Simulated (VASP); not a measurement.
Set up this calculation in VASP 6.6.1, as the native input.

```yaml
Task: band structure
Functional: PBE
Potentials_or_basis: VASP PAW PBE potentials, release 64 (Zr_sv)
Cutoff: 520 eV
k_mesh: 15 × 15 × 7
Occupations: methfessel-paxton, width 0.1 eV
Spin: no spin polarisation
Further_INCAR_settings: ALGO = Fast; EDIFF = 1e-06; NBANDS = 19
```

The structure of Zr lies in POSCAR:

```
Zr                                      
1.0
    3.2327361985      0.0000000000      0.0000000000
   -1.6163680992      2.7996316666     -0.0000000000
    0.0000000000      0.0000000000      5.1682298702
  Zr            
     2
Direct
     0.3333333300000021    0.6666666699999979    0.2500000000000000
     0.6666666699999979    0.3333333300000021    0.7500000000000000
```

The input as run:

INCAR

```
SYSTEM = Zr
ALGO = Fast
EDIFF = 1E-6
ENCUT = 520
GGA = PE
ICORELEVEL = 1
ISIF = 2
ISMEAR = 1
LASPH = .TRUE.
LCHARG = .FALSE.
LMAXMIX = 4
LREAL = .FALSE.
LWAVE = .FALSE.
NBANDS = 19
NELM = 80
PREC = Accurate
SIGMA = 0.1
```

KPOINTS

```
k-points
0
G
  15 15 7
  0 0 0
```

KPOINTS_OPT

```
explicit points
186
Reciprocal
 0.0000000000  0.0000000000  0.0000000000 1
 0.0263157895  0.0000000000  0.0000000000 1
 0.0526315789  0.0000000000  0.0000000000 1
 0.0789473684  0.0000000000  0.0000000000 1
 0.1052631579  0.0000000000  0.0000000000 1
 0.1315789474  0.0000000000  0.0000000000 1
[... 178 lines left out ...]
 0.5000000000  0.0000000000  0.5000000000 1
 0.5000000000  0.0000000000  0.0000000000 1
```

Potentials or basis: VASP PAW PBE potentials, release 64 (Zr_sv).

Command:

```sh
$ cat potpaw_PBE.64/Zr_sv/POTCAR > POTCAR
$ mpirun -np 1 vasp_std > vasp.out
```

It gave:

```
Pressure                : 0.0 GPa
Band gap along the path : none (metal or under the smearing width)
```

It took 88 s on 1 thread of Intel(R) Xeon(R) Platinum 8488C (Sapphire Rapids) (shared host), peak memory 0.25 GiB.
